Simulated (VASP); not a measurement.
Given:

```xyz
6
Lattice="-2.8868 4.9311 2.7860 2.8868 -4.9311 2.7860 2.8868 4.9311 -2.7860" Properties=species:S:1:pos:R:3 pbc="T T T"
Si     0.0000     0.0000     4.1790
Si     0.0000     0.0000     1.3930
S      1.7237     3.7945     2.7860
S      1.1630     1.1366     0.0000
S      1.7237     6.0677     0.0000
S      1.1630    -1.1366     2.7860
```

Computed with revPBE GGA, VASP's PBE PAW potentials (set 64) (plane waves; VASP). Run with 300 eV cut-off, 7×7×7 Γ-centred mesh, Gaussian smearing of 0.010 eV, potentials Si S.

**Question.** Give the force on each atom (eV/Å).

**Answer.** 
```tsv
atom	Fx	Fy	Fz
Si1	0.000	0.000	0.000
Si2	0.000	0.000	0.000
S3	-0.105	-0.088	0.000
S4	0.105	0.088	0.000
S5	-0.105	0.088	0.000
S6	0.105	-0.088	0.000
```

**Question.** Give the stress tensor in GPa (positive for a compressed cell).

**Answer.** 
```
1.75  0.00  0.00
0.00  1.90  0.00
0.00  0.00  1.53
```
The pressure is its mean diagonal, 1.73 GPa.

The structure comes from a computed database's SiS2 entry; how it stands against other phases isn't given here. The cell was not relaxed at this level.
